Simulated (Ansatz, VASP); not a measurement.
# Cross-check of ZnWO4 between VASP and Ansatz

Aim: how closely do two programs agree when they are given the same cell, functional and k mesh? The cell is taken from a series of runs on this material, whose earlier steps may have relaxed, scaled, displaced or heated it; both programs get it as it stands.

Main program and level: Ansatz 0.2.0; plane waves, with VASP 6.6.1 beside it; zone-centre phonons at LDA.

### Step 1. The starting structure

The structure is monoclinic, space group P2/c (No. 13). The conventional cell has a = 4.603 Å, b = 5.558 Å, c = 4.866 Å, α = 90.00°, β = 90.41°, γ = 90.00°. Zn has 6 O at 2.00 to 2.10 Å nearest. Nearest to W lie 6 O at 1.79 to 2.09 Å. Nearest to O lie 2 W at 1.90 to 2.09 Å and 1 Zn at 2.00 Å. Nearest to O lie 1 W at 1.79 Å and 2 Zn at 2.03 to 2.10 Å. Farther neighbours and most contacts between anions are not listed.

As a file:

```cif
data_structure
_symmetry_space_group_name_H-M 'P 1'
_symmetry_Int_Tables_number 1
_cell_length_a 4.6025
_cell_length_b 5.5585
_cell_length_c 4.8655
_cell_angle_alpha 90.000
_cell_angle_beta 90.409
_cell_angle_gamma 90.000
_cell_volume 124.47
loop_
_atom_site_label
_atom_site_type_symbol
_atom_site_fract_x
_atom_site_fract_y
_atom_site_fract_z
_atom_site_occupancy
Zn1 Zn 0.50000 0.67210 0.25000 1
Zn2 Zn 0.50000 0.32790 0.75000 1
W3 W 0.00000 0.18155 0.25000 1
W4 W 0.00000 0.81845 0.75000 1
O5 O 0.21994 0.10615 0.93320 1
O6 O 0.78006 0.10615 0.56680 1
O7 O 0.78006 0.89385 0.06680 1
O8 O 0.21994 0.89385 0.43320 1
O9 O 0.25934 0.38171 0.40502 1
O10 O 0.74066 0.38171 0.09498 1
O11 O 0.74066 0.61829 0.59498 1
O12 O 0.25934 0.61829 0.90502 1
```

### Step 2. VASP: zone-centre phonons, LDA

Second derivatives magnify differences that forces hide, and they need a tight electronic threshold.

Lines of VASP's logs that name or quote its potential files are left out, and so is its time.

File INCAR:

```
SYSTEM = ZnWO4
PREC = Accurate
ENCUT = 600
EDIFF = 1E-08
NELM = 120
ISMEAR = 0
SIGMA = 0.01
LREAL = .FALSE.
ALGO = Normal
GGA = CA
NBANDS = 54
LASPH = .TRUE.
LORBIT = 11
LWAVE = .FALSE.
LCHARG = .FALSE.
ISIF = 2
IBRION = 8
GGA_COMPAT = .FALSE.
EFERMI = MIDGAP
KPAR = 2
```

File POSCAR:

```
ZnWO4
1.0
    4.6025193064      0.0000000000      0.0081354898
    0.0000000000      5.5584842944      0.0000000000
   -0.0433290130      0.0000000000      4.8653264600
Zn W O
2 2 8
Direct
    0.5000000000      0.6721036806      0.2500000000
    0.5000000000      0.3278963194      0.7500000000
    0.0000000000      0.1815467312      0.2500000000
    0.0000000000      0.8184532688      0.7500000000
    0.2199404719      0.1061533835      0.9332036600
    0.7800595281      0.1061533835      0.5667963400
    0.7800595281      0.8938466165      0.0667963400
    0.2199404719      0.8938466165      0.4332036600
    0.2593373562      0.3817147697      0.4050167854
    0.7406626438      0.3817147697      0.0949832146
    0.7406626438      0.6182852303      0.5949832146
    0.2593373562      0.6182852303      0.9050167854
```

File KPOINTS:

```
Automatic mesh
0
Gamma
4 2 4
0 0 0
```

Potentials, in the order of the species: Zn, W and O (LDA family, release 64).

On the command line:

```bash
$ mpirun -np 2 vasp_std
```

Output:

```text
[banner, memory and clock lines left out]
running    2 mpi-ranks, on    1 nodes
 distrk:  each k-point on    1 cores,    2 groups
 distr:  one band on    1 cores,    1 groups

 POSCAR found type information on POSCAR ZnW O
 POSCAR found :  3 types and      12 ions
 LDA part: xc-table for (Slater(with rela. corr.)+CA(PZ))
 , standard interpolation
 POSCAR, INCAR and KPOINTS ok, starting setup
 FFT: planning ... GRIDC
 FFT: planning ... GRID_SOFT
 FFT: planning ... GRID
 WAVECAR not read
 entering main loop
       N       E                     dE             d eps       ncg     rms          rms(c)
DAV:   1     0.103171748985E+04    0.10317E+04   -0.44280E+04  2160   0.206E+03
DAV:   2     0.499919338481E+02   -0.98173E+03   -0.92145E+03  2272   0.547E+02
DAV:   3    -0.112945828013E+03   -0.16294E+03   -0.15872E+03  2348   0.209E+02
DAV:   4    -0.121274067658E+03   -0.83282E+01   -0.82482E+01  2552   0.518E+01
DAV:   5    -0.121408911120E+03   -0.13484E+00   -0.13451E+00  2576   0.675E+00    0.782E+01
DAV:   6    -0.102512151597E+03    0.18897E+02   -0.78517E+01  3130   0.699E+01    0.195E+01
DAV:   7    -0.101935215543E+03    0.57694E+00   -0.14292E+01  2930   0.251E+01    0.264E+01
DAV:   8    -0.101354202180E+03    0.58101E+00   -0.14769E+00  2840   0.163E+01    0.280E+00
DAV:   9    -0.101339610056E+03    0.14592E-01   -0.26948E-01  3128   0.989E+00    0.542E-01
DAV:  10    -0.101341853936E+03   -0.22439E-02   -0.42194E-02  2466   0.131E+00    0.265E-01
DAV:  11    -0.101341773186E+03    0.80750E-04   -0.53856E-03  2704   0.404E-01    0.266E-01
DAV:  12    -0.101341657237E+03    0.11595E-03   -0.12119E-03  3208   0.337E-01    0.682E-02
DAV:  13    -0.101341621750E+03    0.35488E-04   -0.34058E-04  3214   0.251E-01    0.306E-02
DAV:  14    -0.101341618367E+03    0.33827E-05   -0.70320E-05  2946   0.673E-02    0.163E-02
DAV:  15    -0.101341618619E+03   -0.25245E-06   -0.46899E-06  3084   0.282E-02    0.112E-02
DAV:  16    -0.101341617889E+03    0.73038E-06   -0.27406E-06  3312   0.253E-02    0.408E-03
DAV:  17    -0.101341617909E+03   -0.19695E-07   -0.62577E-07  3042   0.745E-03    0.768E-04
DAV:  18    -0.101341617905E+03    0.36080E-08   -0.35254E-08  1964   0.238E-03
   1 F= -.10134162E+03 E0= -.10134162E+03  d E =0.000000E+00
 Linear response reoptimize wavefunctions to high precision
DAV:   1    -0.101341617904E+03    0.66757E-09   -0.14924E-08  1732   0.148E-03
DAV:   2    -0.101341617905E+03   -0.34197E-09   -0.46938E-09  1368   0.385E-04
DAV:   3    -0.101341617905E+03   -0.18190E-09   -0.70773E-10  1296   0.170E-04
 Linear response DOF=          12
 Linear response progress:
  Degree of freedom:   1/ 12
       N       E                     dE             d eps       ncg     rms          rms(c)
RMM:   1    -0.217626418428E+00   -0.21763E+00   -0.42959E-03  3594   0.198E+00
RMM:   2    -0.213796293765E+00    0.38301E-02   -0.82995E-03  3325   0.538E-01    0.120E-01
RMM:   3    -0.213549417913E+00    0.24688E-03   -0.78487E-04  3630   0.980E-02    0.719E-02
RMM:   4    -0.212896045494E+00    0.65337E-03   -0.85001E-05  3645   0.398E-02    0.600E-03
RMM:   5    -0.212886804871E+00    0.92406E-05   -0.32372E-06  3828   0.701E-03    0.361E-03
RMM:   6    -0.212888095096E+00   -0.12902E-05   -0.26780E-07  3795   0.242E-03    0.156E-03
RMM:   7    -0.212885353275E+00    0.27418E-05   -0.49214E-08  3771   0.116E-03    0.284E-04
RMM:   8    -0.212885124136E+00    0.22914E-06    0.14109E-08  3919   0.274E-04    0.171E-04
RMM:   9    -0.212885029747E+00    0.94390E-07    0.23189E-08  3928   0.176E-04    0.402E-05
RMM:  10    -0.212885050840E+00   -0.21094E-07    0.24547E-08  4021   0.845E-05    0.122E-05
RMM:  11    -0.212885068111E+00   -0.17271E-07    0.31543E-08  4071   0.675E-05    0.485E-06
RMM:  12    -0.212885077641E+00   -0.95295E-08    0.44712E-08  4167   0.628E-05    0.132E-06
 first order change of Fermi-energy  -0.28840E-05
 force on displaced ion       1 direction 1 :  -8.549   0.002   0.168
 Linear response progress:
  Degree of freedom:   2/ 12
       N       E                     dE             d eps       ncg     rms          rms(c)
RMM:   1    -0.218524349687E+00   -0.21852E+00   -0.96014E-03  3506   0.193E+00
RMM:   2    -0.214728893329E+00    0.37955E-02   -0.80962E-03  3341   0.523E-01    0.122E-01
RMM:   3    -0.214422300036E+00    0.30659E-03   -0.75158E-04  3616   0.995E-02    0.729E-02
RMM:   4    -0.213906171661E+00    0.51613E-03   -0.83708E-05  3704   0.382E-02    0.208E-02
RMM:   5    -0.213767909245E+00    0.13826E-03   -0.93720E-06  3779   0.124E-02    0.594E-03
RMM:   6    -0.213756822914E+00    0.11086E-04   -0.48589E-07  3784   0.323E-03    0.264E-03
RMM:   7    -0.213754398749E+00    0.24242E-05   -0.18209E-07  3763   0.157E-03    0.774E-04
RMM:   8    -0.213754140337E+00    0.25841E-06   -0.99815E-09  3854   0.603E-04    0.301E-04
RMM:   9    -0.213754152866E+00   -0.12528E-07   -0.35846E-08  3870   0.243E-04    0.869E-05
[...]
RMM:   2    -0.362199202696E+00    0.92686E-02   -0.12203E-02  3588   0.600E-01    0.378E-01
RMM:   3    -0.363340157745E+00   -0.11410E-02   -0.16442E-03  3610   0.155E-01    0.244E-01
RMM:   4    -0.364549460587E+00   -0.12093E-02   -0.71654E-04  3417   0.109E-01    0.667E-02
RMM:   5    -0.364867958635E+00   -0.31850E-03   -0.86186E-05  3690   0.370E-02    0.255E-02
[...]
RMM:   3    -0.364918155217E+00   -0.94763E-03   -0.20144E-03  3619   0.167E-01    0.342E-01
RMM:   4    -0.366078031538E+00   -0.11599E-02   -0.74914E-04  3499   0.109E-01    0.103E-01
RMM:   5    -0.366535480033E+00   -0.45745E-03   -0.13307E-04  3670   0.452E-02    0.326E-02
RMM:   6    -0.366477035309E+00    0.58445E-04   -0.84703E-06  3731   0.119E-02    0.769E-03
RMM:   7    -0.366412312670E+00    0.64723E-04   -0.24528E-06  3649   0.546E-03    0.422E-03
RMM:   8    -0.366385932406E+00    0.26380E-04   -0.11440E-07  3630   0.224E-03    0.692E-04
RMM:   9    -0.366384670649E+00    0.12618E-05    0.43524E-08  3925   0.595E-04    0.288E-04
RMM:  10    -0.366384090324E+00    0.58033E-06    0.58428E-08  3869   0.304E-04    0.116E-04
RMM:  11    -0.366384076927E+00    0.13396E-07    0.41447E-08  3976   0.162E-04    0.383E-05
RMM:  12    -0.366384046593E+00    0.30335E-07    0.45048E-08  3993   0.119E-04    0.116E-05
RMM:  13    -0.366384070459E+00   -0.23866E-07    0.56098E-08  4187   0.105E-04    0.576E-06
RMM:  14    -0.366384084243E+00   -0.13784E-07    0.42654E-08  4191   0.101E-04    0.176E-06
RMM:  15    -0.366384083383E+00    0.86044E-09    0.45561E-08  3878   0.990E-05    0.564E-07
 first order change of Fermi-energy  -0.22894E+00
 force on displaced ion       5 direction 3 :   8.240  -3.514 -18.775
 Linear response progress:
  Degree of freedom:  10/ 12
       N       E                     dE             d eps       ncg     rms          rms(c)
RMM:   1    -0.371150332533E+00   -0.37115E+00    0.37930E-01  4675   0.265E+00
RMM:   2    -0.363765336716E+00    0.73850E-02   -0.11852E-02  3596   0.622E-01    0.489E-01
RMM:   3    -0.364746087770E+00   -0.98075E-03   -0.26253E-03  3740   0.191E-01    0.374E-01
RMM:   4    -0.365317264429E+00   -0.57118E-03   -0.80629E-04  3554   0.115E-01    0.169E-01
RMM:   5    -0.366183931049E+00   -0.86667E-03   -0.17886E-04  3098   0.594E-02    0.291E-02
RMM:   6    -0.366121221185E+00    0.62710E-04   -0.16735E-05  3760   0.202E-02    0.968E-03
RMM:   7    -0.366050062916E+00    0.71158E-04   -0.48043E-06  3636   0.733E-03    0.384E-03
RMM:   8    -0.366008236479E+00    0.41826E-04   -0.15050E-06  3633   0.343E-03    0.110E-03
RMM:   9    -0.366009528403E+00   -0.12919E-05   -0.21139E-07  3892   0.897E-04    0.398E-04
RMM:  10    -0.366009447530E+00    0.80873E-07   -0.17998E-07  3938   0.446E-04    0.167E-04
RMM:  11    -0.366008725955E+00    0.72158E-06   -0.25967E-07  3945   0.220E-04    0.654E-05
RMM:  12    -0.366008846060E+00   -0.12010E-06   -0.14258E-07  3990   0.136E-04    0.234E-05
RMM:  13    -0.366008958164E+00   -0.11210E-06   -0.20467E-07  4067   0.120E-04    0.707E-06
RMM:  14    -0.366008977852E+00   -0.19689E-07   -0.16546E-07  4246   0.109E-04    0.380E-06
RMM:  15    -0.366008983078E+00   -0.52257E-08   -0.20406E-07  4033   0.107E-04    0.988E-07
RMM:  16    -0.366008978388E+00    0.46901E-08   -0.19862E-07  3789   0.106E-04    0.311E-07
RMM:  17    -0.366008978630E+00   -0.24221E-09   -0.19368E-07  2974   0.106E-04    0.173E-07
RMM:  18    -0.366008978972E+00   -0.34153E-09   -0.19915E-07  2859   0.106E-04    0.102E-07
RMM:  19    -0.366008979357E+00   -0.38592E-09   -0.18345E-07  2867   0.106E-04    0.100E-07
RMM:  20    -0.366008979115E+00    0.24247E-09   -0.18983E-07  2871   0.106E-04    0.691E-08
 first order change of Fermi-energy  -0.39673E+00
 force on displaced ion       9 direction 1 : -19.151 -12.323  -8.791
 Linear response progress:
  Degree of freedom:  11/ 12
       N       E                     dE             d eps       ncg     rms          rms(c)
RMM:   1    -0.373115566570E+00   -0.37312E+00    0.38525E-01  4680   0.266E+00
RMM:   2    -0.365148865558E+00    0.79667E-02   -0.12185E-02  3625   0.617E-01    0.470E-01
RMM:   3    -0.366185807926E+00   -0.10369E-02   -0.20737E-03  3679   0.171E-01    0.344E-01
RMM:   4    -0.366992555226E+00   -0.80675E-03   -0.79651E-04  3550   0.115E-01    0.130E-01
RMM:   5    -0.367639011166E+00   -0.64646E-03   -0.16759E-04  3401   0.525E-02    0.321E-02
RMM:   6    -0.367560225396E+00    0.78786E-04   -0.14069E-05  3782   0.168E-02    0.844E-03
RMM:   7    -0.367510394962E+00    0.49830E-04   -0.26438E-06  3726   0.632E-03    0.345E-03
RMM:   8    -0.367475321897E+00    0.35073E-04   -0.50413E-07  3638   0.289E-03    0.106E-03
RMM:   9    -0.367475537649E+00   -0.21575E-06    0.43457E-08  3881   0.852E-04    0.369E-04
RMM:  10    -0.367474465039E+00    0.10726E-05    0.81485E-08  3927   0.406E-04    0.166E-04
RMM:  11    -0.367473991144E+00    0.47390E-06    0.35777E-08  3919   0.239E-04    0.581E-05
RMM:  12    -0.367474116088E+00   -0.12494E-06    0.71322E-08  4057   0.164E-04    0.203E-05
RMM:  13    -0.367474177636E+00   -0.61548E-07    0.11732E-07  4111   0.147E-04    0.673E-06
RMM:  14    -0.367474182763E+00   -0.51262E-08    0.55873E-08  4279   0.137E-04    0.366E-06
 first order change of Fermi-energy  -0.36521E+00
 force on displaced ion       9 direction 2 : -12.323 -17.575  -6.617
 Linear response progress:
  Degree of freedom:  12/ 12
       N       E                     dE             d eps       ncg     rms          rms(c)
RMM:   1    -0.369244218176E+00   -0.36924E+00    0.37480E-01  4694   0.265E+00
RMM:   2    -0.362491267217E+00    0.67530E-02   -0.11394E-02  3566   0.600E-01    0.364E-01
RMM:   3    -0.363566779887E+00   -0.10755E-02   -0.20235E-03  3741   0.170E-01    0.263E-01
RMM:   4    -0.364298825314E+00   -0.73205E-03   -0.57427E-04  3575   0.962E-02    0.105E-01
RMM:   5    -0.364928383722E+00   -0.62956E-03   -0.13729E-04  3322   0.476E-02    0.277E-02
RMM:   6    -0.364870812271E+00    0.57571E-04   -0.10250E-05  3793   0.146E-02    0.760E-03
RMM:   7    -0.364818442894E+00    0.52369E-04   -0.18737E-06  3697   0.556E-03    0.316E-03
RMM:   8    -0.364790271892E+00    0.28171E-04   -0.29675E-07  3706   0.242E-03    0.878E-04
RMM:   9    -0.364790769074E+00   -0.49718E-06    0.20112E-08  3896   0.633E-04    0.316E-04
RMM:  10    -0.364790578872E+00    0.19020E-06    0.66129E-08  3946   0.313E-04    0.147E-04
RMM:  11    -0.364790217781E+00    0.36109E-06    0.43287E-08  3931   0.179E-04    0.483E-05
RMM:  12    -0.364790330382E+00   -0.11260E-06    0.13569E-08  4034   0.122E-04    0.190E-05
RMM:  13    -0.364790410876E+00   -0.80494E-07    0.32446E-08  4124   0.109E-04    0.592E-06
RMM:  14    -0.364790404438E+00    0.64377E-08   -0.44747E-08  4278   0.101E-04    0.276E-06
 first order change of Fermi-energy  -0.32608E+00
 force on displaced ion       9 direction 3 :  -8.791  -6.622 -12.731
 Linear response finished
```

[end of part 1 of 2]

[Lines on the potential files, build, host, timing and source positions are cut from VASP's logs without a mark.]

[Logs are printed without paths, hosts, clocks, repeated set-up lines and the standing remarks that a program may print on its own settings, such as how far it seeks lower states.]

[Hosts, paths, dates, database ids (printed as entryN), source tags and the programs' standing remarks are cut or masked in the printed files.]
